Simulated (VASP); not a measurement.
Input:

```
CELL_PARAMETERS angstrom
     11.57087     0.00000     0.00000
      0.00000     4.01898     0.00000
      0.00000     0.00000     4.60398
ATOMIC_POSITIONS crystal
  Sn 0.62163 0.25000 0.36954
  Sn 0.37837 0.75000 0.63046
  Sn 0.87837 0.75000 0.86954
  Sn 0.12163 0.25000 0.13046
  S  0.34750 0.25000 0.01060
  S  0.65250 0.75000 0.98940
  S  0.15250 0.75000 0.51060
  S  0.84750 0.25000 0.48940
```

Method: LDA (Ceperley-Alder, Perdew-Zunger), VASP's LDA PAW potentials (set 64) (plane waves; VASP). Settings: 300 eV cut-off, 2×4×4 Γ-centred mesh, Fermi-Dirac smearing of 0.050 eV, potentials Sn_d S.

At this cut-off the stress carries a Pulay error, which pulls relaxed volumes low. Unless said otherwise, spin-orbit coupling is left out, though it shifts the bands of the heavy elements here.

Question: Predict the energy per atom (σ→0), pressure, band gap (on the k-mesh) with the smallest direct gap where there is one.

Answer: 
```yaml
band gap (on the k-mesh): 1.31 eV
smallest direct gap (on the k-mesh): 1.41 eV
energy per atom (σ→0): -4.996 eV/atom
pressure: -5.44 GPa
```

The absolute energy has meaning only against runs of the same code, potentials and settings.

The structure comes from a computed database's SnS entry; how it stands against other phases isn't given here. The cell was not relaxed at this level.
